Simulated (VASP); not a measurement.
Consider the following.

```yaml
crystal:
  lattice:
    - [0.00000, 2.67877, 2.67877]
    - [2.67877, 0.00000, 2.67877]
    - [2.67877, 2.67877, 0.00000]
  atoms:
    - { symbol: Si, position: [0.25000, 0.25000, 0.25000] }
    - { symbol: Si, position: [0.75000, 0.75000, 0.75000] }
    - { symbol: Ni, position: [0.00000, 0.00000, 0.00000] }
```

Calculation: LDA (Ceperley-Alder, Perdew-Zunger), VASP's LDA PAW potentials (set 64) (plane waves; VASP). Run with 400 eV cut-off, 11×11×11 Γ-centred mesh, tetrahedra with Blöchl corrections, potentials Si Ni.

Task: Estimate the energy per atom (σ→0), band gap (on the k-mesh) with the smallest direct gap where there is one.

Result: 
```
Property                                                    Result
------------------------  ----------------------------------------
band gap (on the k-mesh)  none (metal, semimetal or under 0.01 eV)
energy per atom (σ→0)                               -6633 meV/atom
```

The structure comes from a computed database's Si2Ni entry (Fm-3m); how it stands against other phases isn't given here. It was relaxed first. The run is not spin-polarised, so no magnetic state was tried.
